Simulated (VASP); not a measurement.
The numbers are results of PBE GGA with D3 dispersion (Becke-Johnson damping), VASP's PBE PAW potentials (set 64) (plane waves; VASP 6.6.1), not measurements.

VASP input:

KPOINTS:
```
Automatic mesh
0
Gamma
16 16 16
0 0 0
```

File POSCAR:
```
Ta
1
   -1.6272261528     1.6272261528     1.6272261528
    1.6272261528    -1.6272261528     1.6272261528
    1.6272261528     1.6272261528    -1.6272261528
Ta
1
Direct
  0.0000000000   0.0000000000   0.0000000000
```

INCAR:
```
SYSTEM = Ta
PREC = Accurate
ENCUT = 520
EDIFF = 1E-7
NELM = 100
ALGO = Normal
LREAL = .FALSE.
LASPH = .TRUE.
ISMEAR = 1
SIGMA = 0.1
GGA = PE
IVDW = 12
LMAXMIX = 6
LWAVE = .FALSE.
LCHARG = .FALSE.
ISIF = 2
```

POTCAR, in this order: Ta_pv (PBE.64 set). Program: vasp_std.

The run wrote:

OSZICAR:
```
       N       E                     dE             d eps       ncg     rms          rms(c)
DAV:   1     0.471712051862E+02    0.47171E+02   -0.65982E+03  2610   0.117E+03
DAV:   2    -0.115483245985E+02   -0.58720E+02   -0.57766E+02  3354   0.248E+02
DAV:   3    -0.121944346140E+02   -0.64611E+00   -0.63632E+00  2988   0.264E+01
DAV:   4    -0.121978831220E+02   -0.34485E-02   -0.34411E-02  2956   0.171E+00
DAV:   5    -0.121979071766E+02   -0.24055E-04   -0.24052E-04  2912   0.121E-01    0.146E+01
DAV:   6    -0.118706422328E+02    0.32726E+00   -0.34948E-01  2702   0.737E+00    0.728E+00
DAV:   7    -0.117674843881E+02    0.10316E+00   -0.30566E-01  2739   0.655E+00    0.410E-01
DAV:   8    -0.117662522860E+02    0.12321E-02   -0.43837E-03  2825   0.860E-01    0.120E-01
DAV:   9    -0.117662271832E+02    0.25103E-04   -0.13176E-04  2793   0.150E-01    0.334E-02
DAV:  10    -0.117662221002E+02    0.50830E-05   -0.43336E-06  2942   0.305E-02    0.546E-03
DAV:  11    -0.117662221187E+02   -0.18484E-07   -0.18057E-07  2463   0.614E-03
   1 F= -.12459596E+02 E0= -.12459318E+02  d E =-.834380E-03
```

### OUTCAR
```
------------------------ aborting loop because EDIFF is reached ----------------------------------------
 Edisp (eV)   -0.69337
  FORCE on cell =-STRESS in cart. coord.  units (eV):
  Direction    XX          YY          ZZ          XY          YZ          ZX
  --------------------------------------------------------------------------------------
  Total       0.69404     0.69404     0.69404     0.00000    -0.00000     0.00000
  in kB      64.51969    64.51969    64.51969     0.00000    -0.00000     0.00000
  external pressure =       64.52 kB  Pullay stress =        0.00 kB
  volume of cell :       17.23
      direct lattice vectors                 reciprocal lattice vectors
    -1.627226153  1.627226153  1.627226153     0.000000000  0.307271364  0.307271364
     1.627226153 -1.627226153  1.627226153     0.307271364  0.000000000  0.307271364
     1.627226153  1.627226153 -1.627226153     0.307271364  0.307271364  0.000000000
 POSITION                                       TOTAL-FORCE (eV/Angst)
 -----------------------------------------------------------------------------------
      0.00000      0.00000      0.00000         0.000000     -0.000000      0.000000
 -----------------------------------------------------------------------------------
    total drift:                                0.000000     -0.000000     -0.000000
  FREE ENERGIE OF THE ION-ELECTRON SYSTEM (eV)
  ---------------------------------------------------
  free  energy   TOTEN  =       -12.4595956596 eV

  energy  without entropy=      -12.4587612800  energy(sigma->0) =      -12.45931753
```
(Selected blocks of OUTCAR.)

The compound is Ta in the bcc structure. This cell is one point of a volume scan, at 0.97 of the reference volume.
